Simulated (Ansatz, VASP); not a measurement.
# Co in two plane-wave programs, part 2 of 2

Aim: how closely do two programs agree when they are given the same cell, functional and k mesh? The two relaxations start from unlike cells of this crystal (the structure described is Ansatz's start), so only their ends are compared.

VASP 6.6.1 and Ansatz 0.2.0.

So far: The structure; Ansatz: relaxation of cell and atoms, BLYP.

## (3) VASP: relaxation of cell and atoms, BLYP

Level of this step: BLYP, spin-polarised from a ferromagnetic start; plane waves and PAW (Co) (VASP).

Its own start cell and the same functional (in two slightly different forms), mesh and smearing now go to VASP, with its own data sets.

Lines of VASP's logs that name or quote its potential files are left out, and so is its time.

File INCAR:

```
SYSTEM = Co
PREC = Accurate
ENCUT = 600
EDIFF = 1E-07
NELM = 200
ISMEAR = 0
SIGMA = 0.1
LREAL = .FALSE.
ALGO = Normal
GGA = B5
ALDAX = 1
AGGAX = 1
AGGAC = 1
ALDAC = 0
NBANDS = 18
ISPIN = 2
MAGMOM = 1.67 1.67
LASPH = .TRUE.
LMAXMIX = 4
LORBIT = 11
LWAVE = .FALSE.
LCHARG = .FALSE.
ISIF = 3
IBRION = 2
NSW = 80
EDIFFG = -0.005
GGA_COMPAT = .FALSE.
NELMIN = 4
KPAR = 2
```

File POSCAR:

```
Co
1.0
    2.5285773904      0.0000000000      0.0000000000
   -1.2642886952      2.1898121556      0.0000000000
    0.0000000000      0.0000000000      4.0866404377
Co
2
Direct
    0.3333333333      0.6666666667      0.2500000000
    0.6666666667      0.3333333333      0.7500000000
```

File KPOINTS:

```
Automatic mesh
0
Gamma
18 18 10
0 0 0
```

PAW data sets: Co (PBE family, release 64).

The run is started by

```console
mpirun -np 2 vasp_std
```

Numbers of over 12 decimals in the logs are rounded to 6 here.

Log:

```text
[banner, memory and clock lines left out]
running    2 mpi-ranks, on    1 nodes
 distrk:  each k-point on    1 cores,    2 groups
 distr:  one band on    1 cores,    1 groups

 POSCAR found type information on POSCAR Co
 POSCAR found :  1 types and       2 ions
|                                                                             |
|               ----> ADVICE to this user running VASP <----                  |
|                                                                             |
|     You enforced a specific xc type in the INCAR file but a different       |
|     [... a line on the potential file left out ...]
|     I HOPE YOU KNOW WHAT YOU ARE DOING!                                     |
|                                                                             |

 LDA part: xc-table for (Slater(with rela. corr.)+VWN5), standard interpolation
 POSCAR, INCAR and KPOINTS ok, starting setup
 FFT: planning ... GRIDC
 FFT: planning ... GRID_SOFT
 FFT: planning ... GRID
 WAVECAR not read
 entering main loop
       N       E                     dE             d eps       ncg     rms          rms(c)
DAV:   1     0.902369934832E+02    0.90237E+02   -0.89161E+03 16488   0.146E+03
DAV:   2    -0.101717779468E+02   -0.10041E+03   -0.91276E+02 16018   0.238E+02
DAV:   3    -0.138957267265E+02   -0.37239E+01   -0.35721E+01 17748   0.591E+01
DAV:   4    -0.139539814972E+02   -0.58255E-01   -0.58213E-01 20642   0.621E+00
DAV:   5    -0.139552684963E+02   -0.12870E-02   -0.12869E-02 18602   0.839E-01    0.133E+01
DAV:   6    -0.126152225663E+02    0.13400E+01   -0.87807E+00 17146   0.599E+01    0.716E+00
DAV:   7    -0.121582097521E+02    0.45701E+00   -0.14717E+00 18074   0.233E+01    0.347E+00
DAV:   8    -0.121445679506E+02    0.13642E-01   -0.14554E-02 21066   0.108E+00    0.158E+00
DAV:   9    -0.121317590912E+02    0.12809E-01   -0.26599E-03 24986   0.919E-01    0.493E-01
DAV:  10    -0.121311069683E+02    0.65212E-03   -0.10400E-03 20496   0.431E-01    0.776E-02
DAV:  11    -0.121311778848E+02   -0.70916E-04   -0.94745E-05 20736   0.105E-01    0.282E-02
DAV:  12    -0.121311779372E+02   -0.52463E-07   -0.41000E-06 18540   0.206E-02    0.159E-02
DAV:  13    -0.121311797650E+02   -0.18278E-05   -0.26825E-06 21792   0.204E-02    0.707E-03
DAV:  14    -0.121311792103E+02    0.55473E-06   -0.33230E-07 17744   0.623E-03    0.102E-03
DAV:  15    -0.121311790296E+02    0.18074E-06   -0.16978E-08  8794   0.179E-03    0.113E-03
DAV:  16    -0.121311790740E+02   -0.44406E-07   -0.60362E-09  8428   0.104E-03
   1 F= -.12131179E+02 E0= -.12126542E+02  d E =-.121312E+02  mag=     3.1889
 curvature:   0.00 expect dE= 0.000E+00 dE for cont linesearch  0.000E+00
 trial: gam= 0.00000 g(F)=  0.103E-45 g(S)=  0.520E-05 ort = 0.000E+00 (trialstep = 0.100E+01)
 search vector abs. value=  0.520E-05
 bond charge predicted
       N       E                     dE             d eps       ncg     rms          rms(c)
DAV:   1    -0.121312667116E+02   -0.87682E-04   -0.75884E-04 17040   0.481E-01    0.739E-02
DAV:   2    -0.121312016883E+02    0.65023E-04   -0.30561E-04 17234   0.356E-01    0.498E-02
DAV:   3    -0.121311820925E+02    0.19596E-04   -0.42884E-05 17042   0.131E-01    0.194E-02
DAV:   4    -0.121311808440E+02    0.12486E-05   -0.55884E-07 19138   0.828E-03    0.724E-03
DAV:   5    -0.121311797503E+02    0.10937E-05   -0.13980E-07 14762   0.578E-03    0.114E-03
DAV:   6    -0.121311798487E+02   -0.98406E-07   -0.85482E-08 10180   0.294E-03
   2 F= -.12131180E+02 E0= -.12126541E+02  d E =-.774774E-06  mag=     3.1894
 trial-energy change:   -0.000001  1 .order   -0.000001   -0.000005    0.000004
 step:   0.5841(harm=  0.5841)  dis= 0.00000  next Energy=   -12.131181 (dE=-0.152E-05)
 reached required accuracy - stopping structural energy minimisation
```

OUTCAR, selected parts (step 3):

```text
ion  position               nearest neighbor table
   1  0.333  0.667  0.250-   2 2.51   2 2.51   2 2.51   2 2.51   2 2.51   2 2.51
   2  0.667  0.333  0.750-   1 2.51   1 2.51   1 2.51   1 2.51   1 2.51   1 2.51

  LATTYP: Found a hexagonal cell.
 ALAT       =     2.5285773904
 C/A-ratio  =     1.6161816732

 Subroutine GETGRP returns: Found 24 space group operations
 (whereof 12 operations were pure point group operations)

The static configuration has the point symmetry D_3d.
 The point group associated with its full space group is D_6h.

 Found    222 irreducible k-points:

   k-points           NKPTS =    222   k-points in BZ     NKDIM =    222   number of bands    NBANDS=     18

   dimension x,y,z NGX =    20 NGY =   20 NGZ =   36
   dimension x,y,z NGXF=    40 NGYF=   40 NGZF=   72

   ENCUT  =  600.0 eV  44.10 Ry    6.64 a.u.   5.05  5.05  8.16*2*pi/ulx,y,z

   NELECT =      18.0000    total number of electrons

 k-points in reciprocal lattice and weights: Automatic mesh
   0.00000000  0.00000000  0.00000000       0.000
   0.05555556  0.00000000  0.00000000       0.002
   0.11111111  0.00000000  0.00000000       0.002
   0.16666667  0.00000000  0.00000000       0.002
   0.22222222  0.00000000  0.00000000       0.002
   0.27777778  0.00000000  0.00000000       0.002
   0.33333333  0.00000000  0.00000000       0.002
   0.38888889  0.00000000  0.00000000       0.002
   0.44444444  0.00000000  0.00000000       0.002
[...]
0.33333333  0.27777778  0.50000000       0.004
   0.33333333  0.33333333  0.50000000       0.001

 average (electrostatic) potential at core
       1 -78.3991       2 -78.3991

 E-fermi :  10.1299

 spin component 1
 k-point     1 :       0.0000    0.0000    0.0000
  band No.  band energies     occupation
    ...
      7       7.9303      1.00000
      8       8.2496      1.00000
      9       8.2496      1.00000
     10       9.2932      1.00000
     11       9.2932      1.00000
     12      10.3140      0.00460
     13      16.1919      0.00000
     14      32.0947      0.00000
     15      33.8684      0.00000
     16      33.8684      0.00000
    ...

 k-point     2 :       0.0556    0.0000    0.0000
  band No.  band energies     occupation
    ...
      7       7.9726      1.00000
      8       8.2002      1.00000
      9       8.2196      1.00000
     10       8.9037      1.00000
     11       9.3062      1.00000
     12      10.8259      0.00000
     13      16.2120      0.00000
     14      31.1022      0.00000
     15      32.6101      0.00000
     16      32.7044      0.00000
    ...

 k-point     3 :       0.1111    0.0000    0.0000
  band No.  band energies     occupation
    ...
      7       7.9679      1.00000
      8       8.0959      1.00000
      9       8.1375      1.00000
     10       8.4496      1.00000
     11       9.3393      1.00000
     12      11.7331      0.00000
     13      16.2771      0.00000
     14      28.6535      0.00000
     15      31.1104      0.00000
     16      31.9619      0.00000
    ...

 k-point     4 :       0.1667    0.0000    0.0000
  band No.  band energies     occupation
    ...
      7       8.0487      1.00000
      8       8.0951      1.00000
      9       8.2468      1.00000
     10       8.2893      1.00000
     11       9.3803      1.00000
     12      12.7731      0.00000
     13      16.4001      0.00000
     14      26.0699      0.00000
     15      29.5981      0.00000
     16      31.4022      0.00000
    ...

 k-point     5 :       0.2222    0.0000    0.0000
  band No.  band energies     occupation
    ...
      7       8.1136      1.00000
      8       8.3296      1.00000
      9       8.3438      1.00000
     10       8.5344      1.00000
     11       9.4195      1.00000
     12      13.9085      0.00000
     13      16.5956      0.00000
     14      23.5744      0.00000
     15      28.2217      0.00000
     16      30.6974      0.00000
    ...

 k-point     6 :       0.2778    0.0000    0.0000
  band No.  band energies     occupation
    ...
      7       7.9931      1.00000
      8       8.6421      1.00000
      9       8.6842      1.00000
     10       8.8075      1.00000
     11       9.4518      1.00000
     12      15.1248      0.00000
     13      16.8477      0.00000
     14      21.2703      0.00000
     15      27.0135      0.00000
     16      28.8996      0.00000
    ...

  Total       -0.0063814     -0.0063814     -0.0057041      0.0000000     -0.0000000      0.0000000
  in kB       -0.4515608     -0.4515608     -0.4036316      0.0000000     -0.0000000      0.0000000
  external PRESSURE =      -0.4355844 kB  Pullay stress =       0.0000000 kB

  energy-cutoff  :      600.00
  volume of cell :       22.64
      direct lattice vectors                 reciprocal lattice vectors
     2.529033705 -0.000000000  0.000000000     0.395407937  0.228288889 -0.000000000
    -1.264516853  2.190207336  0.000000000     0.000000000  0.456577779 -0.000000000
     0.000000000  0.000000000  4.087644793    -0.000000000 -0.000000000  0.244639652

 POSITION                                       TOTAL-FORCE (eV/Angst)
 -----------------------------------------------------------------------------------
     -0.00000      1.46014      1.02191        -0.000000     -0.000000      0.000000
      1.26452      0.73007      3.06573         0.000000      0.000000      0.000000
 -----------------------------------------------------------------------------------
    total drift:                                0.000000     -0.000000     -0.000000

  FREE ENERGIE OF THE ION-ELECTRON SYSTEM (eV)
  ---------------------------------------------------
  free  energy   TOTEN  =       -12.1311798487 eV

  energy  without entropy=      -12.1219021179  energy(sigma->0) =      -12.12654098

 reached required accuracy - stopping structural energy minimisation

 total charge
# of ion       s       p       d       tot
------------------------------------------
    1        0.468   0.467   7.291   8.225
    2        0.468   0.467   7.291   8.225
--------------------------------------------------
tot          0.935   0.933  14.581  16.450

 magnetization (x)
# of ion       s       p       d       tot
------------------------------------------
    1       -0.015  -0.049   1.681   1.618
    2       -0.015  -0.049   1.681   1.618
--------------------------------------------------
tot         -0.029  -0.098   3.363   3.236

[... 6 further parts left out ...]
```

The magnetic state follows from one typed start and may not be the lowest.

## (4) Comparison

Known differences besides the potentials themselves: VASP starts from the moments at which Ansatz ended; the data sets hold 34 valence electrons in Ansatz (on its default PAW (the set named soft_2) files) and 18 in VASP; the cutoff is 420 eV in Ansatz and 600 eV in VASP; Ansatz makes its cores anew for this functional, VASP keeps those of its PBE data sets; VASP's log shows a relativistic correction to its local exchange, Ansatz's none; Ansatz adds a Pulay correction to the stress that steers its cell, VASP none; site moments are counted in spheres of each program's own size. Total energies have different zeros and are not compared.

Compared:

| quantity | Ansatz | VASP | difference |
| --- | --- | --- | --- |
| volume (Å³) | 22.67 | 22.64 | +0.11 % |
| edge a after relaxation, in the typed setting (Å) | 2.530 | 2.529 | +0.02 % |
| edge c after relaxation, in the typed setting (Å) | 4.091 | 4.088 | +0.07 % |
| total moment (μB) | 3.20 | 3.19 | +0.01 |
| moment on Co1 (μB) | 1.67 | 1.62 | +0.05 |
| moment on Co2 (μB) | 1.67 | 1.62 | +0.05 |

## (5) Results

```yaml
difference_in_volume_relaxation_of_cell_and_atoms_blyp: 0.11 %
```

The difference in volume is 0.11 % (relaxation of cell and atoms, BLYP), within the 1.2 % picked in this series as the mark of a large difference, as far as the stopping tolerances let one tell. The data sets hold unlike numbers of valence electrons (34 in Ansatz and 18 in VASP), so part of the differences comes from the potentials. 2 further runs of this series are not shown here. Such differences can come from data sets, numerical settings and the points named under the comparisons, not from the functional's error against experiment.

[Lines on the potential files, build, host, timing and source positions are cut from VASP's logs without a mark.]

[Logs are printed without paths, hosts, clocks, repeated set-up lines and the standing remarks that a program may print on its own settings, such as how far it seeks lower states.]

[Hosts, paths, dates, database ids (printed as entryN), source tags and the programs' standing remarks are cut or masked in the printed files.]
